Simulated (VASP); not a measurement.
# NiMoIrPdW (P-3m1) in VASP: settings compared, part 2 of 3

VASP 6.6.1. The steps go on from the part before.

### Step 3. Relaxation of cell and atoms, vdW-DF-cx, collinear spin, ferromagnetic start

INCAR

```
SYSTEM = NiMoIrPdW
AGGAC = 0.0
ALGO = Normal
EDIFF = 1E-6
EDIFFG = -0.01
ENCUT = 600
GGA = CX
IBRION = 2
ISIF = 3
ISMEAR = -1
ISPIN = 2
KPAR = 4
LASPH = .True.
LCHARG = .False.
LMAXMIX = 4
LORBIT = 11
LREAL = .False.
LUSE_VDW = .True.
LWAVE = .False.
MAGMOM = 1 1 1 1 0 0 0.6 0.6 0 0
NELM = 150
NSW = 60
PREC = Accurate
SIGMA = 0.05
```

KPOINTS

```
k-points
0
Gamma
  11 11 2
  0 0 0
```

POSCAR

```
NiMoIrPdW
1.0
    2.7708100000      0.0000000000      0.0000000000
   -1.3854000000      2.3995900000      0.0000000000
    0.0000000000      0.0000000000     22.0199100000
Ni Mo Pd Ir W
2 2 2 2 2
Direct
    0.3333300000      0.6666700000      0.8508100000
    0.6666700000      0.3333300000      0.1491900000
    0.6666700000      0.3333300000      0.7605900000
    0.3333300000      0.6666700000      0.2394100000
    0.3333300000      0.6666700000      0.0532900000
    0.6666700000      0.3333300000      0.9467100000
    0.3333300000      0.6666700000      0.6582600000
    0.6666700000      0.3333300000      0.3417400000
    0.3333300000      0.6666700000      0.4441800000
    0.6666700000      0.3333300000      0.5558200000
```

Potentials or basis: VASP PAW PBE potentials, release 64 (Ni, Mo_sv, Pd, Ir, W_sv).

Command:

```
> cat potpaw_PBE.64/Ni/POTCAR potpaw_PBE.64/Mo_sv/POTCAR potpaw_PBE.64/Pd/POTCAR potpaw_PBE.64/Ir/POTCAR potpaw_PBE.64/W_sv/POTCAR > POTCAR
> mpirun -np 4 vasp_std > vasp.out
```

OUTCAR:

```text
SYSTEM = NiMoIrPdW
   EDIFF = 1E-6
   EDIFFG = -0.01
   ENCUT = 600
   GGA = CX
   IBRION = 2
   ISIF = 3
   ISMEAR = -1
   ISPIN = 2
   LASPH = .True.
   LORBIT = 11
   LREAL = .False.
   NELM = 150
   NSW = 60
   PREC = Accurate

 ion  position               nearest neighbor table
   1  0.333  0.667  0.851-   3 2.55   3 2.55   3 2.55   6 2.65   6 2.65   6 2.65
   2  0.667  0.333  0.149-   4 2.55   4 2.55   4 2.55   5 2.65   5 2.65   5 2.65
   3  0.667  0.333  0.761-   1 2.55   1 2.55   1 2.55   7 2.76   7 2.76   7 2.76
   4  0.333  0.667  0.239-   2 2.55   2 2.55   2 2.55   8 2.76   8 2.76   8 2.76
   5  0.333  0.667  0.053-   2 2.65   2 2.65   2 2.65   6 2.84   6 2.84   6 2.84
   6  0.667  0.333  0.947-   1 2.65   1 2.65   1 2.65   5 2.84   5 2.84   5 2.84
   7  0.333  0.667  0.658-   3 2.76   3 2.76   3 2.76  10 2.77  10 2.77  10 2.77
   8  0.667  0.333  0.342-   4 2.76   4 2.76   4 2.76   9 2.77   9 2.77   9 2.77
   9  0.333  0.667  0.444-   8 2.77   8 2.77   8 2.77  10 2.93  10 2.93  10 2.93
  10  0.667  0.333  0.556-   7 2.77   7 2.77   7 2.77   9 2.93   9 2.93   9 2.93

  LATTYP: Found a hexagonal cell.
 ALAT       =     2.7708100000
 C/A-ratio  =     7.9471021109

  Lattice vectors:

 A1 = (   2.7708100000,   0.0000000000,   0.0000000000)
 A2 = (  -1.3854000000,   2.3995900000,   0.0000000000)
 A3 = (   0.0000000000,   0.0000000000,  22.0199100000)

Analysis of symmetry for initial positions (statically):
=====================================================================
 Subroutine PRICEL returns:
 Original cell was already a primitive cell.

 Routine SETGRP: Setting up the symmetry group for a
 hexagonal supercell.

 Subroutine GETGRP returns: Found  4 space group operations
 (whereof  4 operations were pure point group operations)
 out of a pool of 24 trial point group operations.

The static configuration has the point symmetry C_2h.

Analysis of symmetry for dynamics (positions and initial velocities):
=====================================================================
 Subroutine PRICEL returns:
 Original cell was already a primitive cell.

 Routine SETGRP: Setting up the symmetry group for a
 hexagonal supercell.

 Subroutine GETGRP returns: Found  4 space group operations
[... 419 lines left out ...]
--------------------------------------- Ionic step       20  -------------------------------------------

 number of electron     113.9999994 magnetization       0.0000001

 Free energy of the ion-electron system (eV)
  ---------------------------------------------------
  ext. energy  EPLUGINS =         0.00000000
  ---------------------------------------------------
  free energy    TOTEN  =       -62.64253592 eV

  energy without entropy =      -62.55807081  energy(sigma->0) =      -62.60030337

 E-fermi :  10.5207     XC(G=0): -13.5866

 val. band max:       10.5204604470   @ k =   0.4545   0.0000   0.0000
 cond. band min:      10.5209954285   @ k =  -0.4545   0.4545   0.5000
 fundamental gap:      0.0005349815
 Fermi energy:        10.5206846984

 spin component 1

 k-point     1 :       0.0000    0.0000    0.0000
  band No.  band energies     occupation
      1     -63.2403      1.00000
      2     -63.1991      1.00000
      3     -50.3707      1.00000
      4     -50.3707      1.00000
      5     -27.8290      1.00000
      6     -27.3249      1.00000
[... 1717 lines left out ...]
     68      14.1889      0.00000
     69      14.9124      0.00000

 [... further k-points ...]

 spin component 2

 k-point     1 :       0.0000    0.0000    0.0000
  band No.  band energies     occupation
      1     -63.2403      1.00000
      2     -63.1991      1.00000
      3     -50.3707      1.00000
      4     -50.3707      1.00000
      5     -27.8290      1.00000
      6     -27.3249      1.00000
[... 1717 lines left out ...]
     68      14.1889      0.00000
     69      14.9124      0.00000

 [... further k-points ...]

 [bands above 69 left out]

------------------------ aborting loop because EDIFF is reached ----------------------------------------

  FORCE on cell =-STRESS in cart. coord.  units (eV):
  Direction    XX          YY          ZZ          XY          YZ          ZX
  --------------------------------------------------------------------------------------
  -------------------------------------------------------------------------------------
  Total        0.0436730      0.0437974     -0.0059644      0.0001079      0.0000168     -0.0000289
  in kB        0.4918976      0.4932988     -0.0671777      0.0012151      0.0001887     -0.0003251
  external PRESSURE =       0.3060062 kB  Pullay stress =       0.0000000 kB
[... 29 lines left out ...]
  energy  without entropy=      -62.5580708102  energy(sigma->0) =      -62.60030337

Total vdW correction in eV:     16.1282610

 reached required accuracy - stopping structural energy minimisation

 total charge

# of ion       s       p       d       tot
------------------------------------------
    1        0.492   0.449   8.338   9.279
    2        0.492   0.449   8.338   9.279
    3        2.392   6.202   3.983  12.577
    4        2.392   6.202   3.983  12.577
    5        0.494   0.484   8.506   9.484
    6        0.494   0.484   8.506   9.484
    7        0.705   0.755   7.020   8.479
    8        0.705   0.755   7.020   8.479
    9        2.415   6.334   3.389  12.138
   10        2.415   6.334   3.389  12.138
--------------------------------------------------
tot         12.995  28.447  62.473 103.915

 magnetization (x)

# of ion       s       p       d       tot
------------------------------------------
    1       -0.000   0.000   0.000   0.000
    2       -0.000   0.000   0.000   0.000
    3       -0.000  -0.000  -0.000  -0.000
    4       -0.000  -0.000  -0.000  -0.000
    5       -0.000   0.000  -0.000  -0.000
    6       -0.000   0.000  -0.000  -0.000
    7        0.000  -0.000   0.000   0.000
    8        0.000  -0.000   0.000   0.000
    9       -0.000  -0.000  -0.000  -0.000
   10       -0.000  -0.000  -0.000  -0.000
--------------------------------------------------
tot         -0.000  -0.000   0.000   0.000
```

CONTCAR:

```text
NiMoIrPdW
   1.00000000000000
     2.7493768617523182   -0.0000044678371846    0.0000016022021849
    -1.3746873388104874    2.3810262122146120   -0.0000016021990794
     0.0000126814036657   -0.0000073216153176   21.7295779230067865
  Ni              Mo              Pd              Ir              W
     2     2     2     2     2
Direct
     0.3333335916653951    0.6666664083344694    0.8524393111997677
     0.6666664083346048    0.3333335916655304    0.1475606888002322
     0.6666664143533216    0.3333335856469010    0.7618206692613202
     0.3333335856466783    0.6666664143530987    0.2381793307386798
     0.3333331686025388    0.6666668313974063    0.0526503066136665
     0.6666668313974612    0.3333331686025937    0.9473496933863335
     0.3333343568217954    0.6666656431779514    0.6591217908817815
     0.6666656431782046    0.3333343568220486    0.3408782091182185
     0.3333322803359624    0.6666677196638917    0.4438619715909854
     0.6666677196640375    0.3333322803361084    0.5561380284090145

  0.00000000E+00  0.00000000E+00  0.00000000E+00
  0.00000000E+00  0.00000000E+00  0.00000000E+00
  0.00000000E+00  0.00000000E+00  0.00000000E+00
  0.00000000E+00  0.00000000E+00  0.00000000E+00
  0.00000000E+00  0.00000000E+00  0.00000000E+00
  0.00000000E+00  0.00000000E+00  0.00000000E+00
  0.00000000E+00  0.00000000E+00  0.00000000E+00
  0.00000000E+00  0.00000000E+00  0.00000000E+00
  0.00000000E+00  0.00000000E+00  0.00000000E+00
  0.00000000E+00  0.00000000E+00  0.00000000E+00
```

Wall time 3.2 h (4 MPI ranks of Intel Xeon Platinum 8488C (Sapphire Rapids), shared host); peak memory 2 GiB.

What came out:

```yaml
Free_energy: -62.6425 eV
Relaxed_volume: 14.22 Å³/atom
Relaxed_cell: a = 2.749 Å, b = 2.749 Å, c = 21.730 Å, α = 90.00°, β = 90.00°, γ = 120.00°
Space_group_after_relaxing_to_0.05_Å: P-3m1 (No. 164)
Energy_gained_by_relaxing: 9.6 meV/atom
Ionic_steps: 20
Pressure_after_relaxing: 0.0 GPa
Largest_force_after_relaxing: 0.004 eV/Å
Band_gap_on_the_k_mesh: none (metal or under the smearing width)
Net_moment: 0.00 μB per cell
Valence_electrons_inside_the_program's_atomic_spheres: Ni 9.28; Mo 12.58; Pd 9.48; Ir 8.48; W 12.14
```

Forces in eV/Å, atoms in the order of the input:
```
Ni   0.000  0.000 -0.004
Ni   0.000  0.000  0.004
Mo   0.000  0.000  0.003
Mo   0.000  0.000 -0.003
Pd   0.000  0.000  0.003
Pd   0.000  0.000 -0.003
Ir   0.000  0.000  0.002
Ir   0.000  0.000 -0.002
W    0.000  0.000 -0.002
W    0.000  0.000  0.002
```

The path:
| step | energy change (eV) | largest force (eV/Å) | pressure (GPa) | volume (Å³) |
| --- | --- | --- | --- | --- |
| 1 | 0.0000 | 0.1074 | -6.91 | 146.41 |
| 2 | 0.4843 | 0.4816 | 21.36 | 133.42 |
| 3 | -0.0881 | 0.1428 | -0.15 | 142.61 |
| 4 | -0.0882 | 0.1449 | -0.02 | 142.53 |
| 5 | -0.0882 | 0.1469 | 0.13 | 142.45 |
| 6 | -0.0902 | 0.0916 | 0.10 | 142.42 |
| 7 | -0.0909 | 0.1097 | 0.10 | 142.39 |
| 8 | -0.0925 | 0.0828 | -0.17 | 142.50 |
| 9 | -0.0935 | 0.0464 | -0.61 | 142.67 |
| 10 | -0.0943 | 0.0556 | -0.33 | 142.49 |
| 11 | -0.0947 | 0.0683 | 0.10 | 142.24 |
| 12 | -0.0950 | 0.0613 | 0.12 | 142.24 |
| 13 | -0.0954 | 0.0394 | 0.11 | 142.23 |
| 14 | -0.0950 | 0.0544 | 0.09 | 142.22 |
| 15 | -0.0955 | 0.0268 | 0.12 | 142.23 |
| 16 | -0.0956 | 0.0196 | -0.10 | 142.34 |
| 17 | -0.0956 | 0.0197 | -0.25 | 142.34 |
| 18 | -0.0956 | 0.0217 | -0.11 | 142.30 |
| 19 | -0.0956 | 0.0106 | -0.03 | 142.27 |
| 20 | -0.0956 | 0.0042 | 0.03 | 142.25 |

Final structure:
```cif
data_structure
_symmetry_space_group_name_H-M 'P 1'
_symmetry_Int_Tables_number 1
_cell_length_a 2.7494
_cell_length_b 2.7494
_cell_length_c 21.7296
_cell_angle_alpha 90.000
_cell_angle_beta 90.000
_cell_angle_gamma 120.000
_cell_volume 142.25
loop_
_atom_site_label
_atom_site_type_symbol
_atom_site_fract_x
_atom_site_fract_y
_atom_site_fract_z
_atom_site_occupancy
Ni1 Ni 0.33333 0.66667 0.85244 1
Ni2 Ni 0.66667 0.33333 0.14756 1
Mo1 Mo 0.66667 0.33333 0.76182 1
Mo2 Mo 0.33333 0.66667 0.23818 1
Pd1 Pd 0.33333 0.66667 0.05265 1
Pd2 Pd 0.66667 0.33333 0.94735 1
Ir1 Ir 0.33333 0.66667 0.65912 1
Ir2 Ir 0.66667 0.33333 0.34088 1
W1 W 0.33333 0.66667 0.44386 1
W2 W 0.66667 0.33333 0.55614 1
```

Caveat: the PAW data sets were made with another functional, which shifts forces and pressure a little. Spin-orbit coupling is left out, which matters for the levels of Ir, W.

[end of part 2 of 3]
